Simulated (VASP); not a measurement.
Input of a VASP 6.6.1 run:

Contents of POSCAR:

```
SiC                                     
1.0
    0.0000000000      2.1897012292      2.1897012292
    2.1897012292      0.0000000000      2.1897012292
    2.1897012292      2.1897012292      0.0000000000
  Si              C             
     1     1
Direct
     0.0000000000000000    0.0000000000000000    0.0000000000000000
     0.2500000000000000    0.2500000000000000    0.2500000000000000
```

The input INCAR.step1:

```
SYSTEM = SiC
PREC = Accurate ; ENCUT = 520
EDIFF = 1E-7 ; ISMEAR = 0
SIGMA = 0.02 ; LREAL = .FALSE.
LASPH = .TRUE. ; NELM = 80
ALGO = Normal ; ISIF = 2
LWAVE = .FALSE. ; LCHARG = .TRUE.
GGA = PE
```

File KPOINTS.step1:

```
Automatic mesh
0
G
  18 18 18
  0 0 0
```

INCAR.step2

```
SYSTEM = SiC
PREC = Accurate ; ENCUT = 520
EDIFF = 1E-7 ; ISMEAR = 0
SIGMA = 0.05 ; LREAL = .FALSE.
LASPH = .TRUE. ; NELM = 80
ALGO = Normal ; ISIF = 2
LWAVE = .FALSE. ; LCHARG = .FALSE.
GGA = PE ; ICHARG = 11
```

The input KPOINTS.step2:

```
path GXWKGLUWLK,UX
10
line-mode
reciprocal
 0.0000000000  0.0000000000  0.0000000000  G
 0.5000000000  0.0000000000  0.5000000000  X

 0.5000000000  0.0000000000  0.5000000000  X
 0.5000000000  0.2500000000  0.7500000000  W

 0.5000000000  0.2500000000  0.7500000000  W
 0.3750000000  0.3750000000  0.7500000000  K

 0.3750000000  0.3750000000  0.7500000000  K
 0.0000000000  0.0000000000  0.0000000000  G

 0.0000000000  0.0000000000  0.0000000000  G
 0.5000000000  0.5000000000  0.5000000000  L

 0.5000000000  0.5000000000  0.5000000000  L
 0.6250000000  0.2500000000  0.6250000000  U

 0.6250000000  0.2500000000  0.6250000000  U
 0.5000000000  0.2500000000  0.7500000000  W

 0.5000000000  0.2500000000  0.7500000000  W
 0.5000000000  0.5000000000  0.5000000000  L

 0.5000000000  0.5000000000  0.5000000000  L
 0.3750000000  0.3750000000  0.7500000000  K

 0.6250000000  0.2500000000  0.6250000000  U
 0.5000000000  0.0000000000  0.5000000000  X
```

Potentials or basis: VASP PAW PBE potentials, release 64 (Si, C).

Launch:

```sh
$ cat potpaw_PBE.64/Si/POTCAR potpaw_PBE.64/C/POTCAR > POTCAR
$ cp INCAR.step1 INCAR
$ cp KPOINTS.step1 KPOINTS
$ mpirun -np 1 vasp_std > vasp.out
$ cp INCAR.step2 INCAR
$ cp KPOINTS.step2 KPOINTS
$ mpirun -np 1 vasp_std > vasp.out
```

(1) What does it give for the band gap along the path?

(2) Estimate the band gap on the k mesh.

Results:

(1) 1.37 eV, indirect (least direct gap 4.53 eV).

(2) 1.37 eV, indirect (least direct gap 4.53 eV).

Caveat: the log is that of the step along the path at fixed density, whose energy, stress, charges and moments have no meaning.

**What was measured.**

“Insight into the structural, elastic and electronic properties of a new orthorhombic 6O-SiC polytype”, 2020, pmc:7200658 quotes, for a bulk crystal of SiC: band gap 2.4 eV (indirect).

Measured gap of SiC: 2.4 eV (indirect; quoted in “Insight into the structural, elastic and electronic properties of a new orthorhombic 6O-SiC polytype”, 2020, pmc:7200658). This calculation gives 1.37 eV (-1.03 eV). The value is that of PBE, without temperature or zero-point motion. Semilocal functionals fall short of measured gaps as a rule.
